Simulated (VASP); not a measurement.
```
CELL_PARAMETERS angstrom
      2.54257     0.00000     0.00000
     -1.27129     2.20193     0.00000
      0.00000     0.00000     4.20545
ATOMIC_POSITIONS crystal
  B  0.66667 0.33333 0.99979
  B  0.33333 0.66667 0.49979
  N  0.66667 0.33333 0.62521
  N  0.33333 0.66667 0.12521
```

Computed with PBEsol GGA, VASP's PBE PAW potentials (set 64) (plane waves; VASP). Numerical set-up: 520 eV cut-off, 11×11×6 Γ-centred mesh, tetrahedra with Blöchl corrections, potentials B N.

### Question
What does the run give for the energy per atom (σ→0)?

### Answer

```json
{
  "energy per atom (σ→0)": "-9.156 eV/atom"
}
```

Total energies compare only between runs with the same potentials, cut-off and functional.

The structure comes from a computed database's BN entry (P6_3mc); how it stands against other phases isn't given here. It was relaxed first.
